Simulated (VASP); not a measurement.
Consider the following.

```
CELL_PARAMETERS angstrom
      0.00000     2.97000     2.97000
      2.97000     0.00000     2.97000
      2.97000     2.97000     0.00000
ATOMIC_POSITIONS crystal
  Pb 0.00000 0.00000 0.00000
  F  0.25000 0.25000 0.25000
  F  0.75000 0.75000 0.75000
```

These are PBE GGA, VASP's PBE PAW potentials (set 64) (plane waves; VASP 6.6.1) values and carry that method's errors. Numerical set-up: 520 eV cut-off, 6×6×6 Γ-centred mesh, first-order Methfessel-Paxton smearing of 0.50 eV, potentials Pb_d F.

Task: Give the stress tensor in GPa (positive for a compressed cell).

Result: 
```
1.93  0.00  0.00
0.00  1.93  0.00
0.00  0.00  1.93
```
The pressure is its mean diagonal, 1.93 GPa.

The compound is PbF2 in the fluorite structure, the β form. The cell was not relaxed at this level. The run is one of a series of settings (ISMEAR = 1, SIGMA = 0.5 against the base run), some of them coarse on purpose.
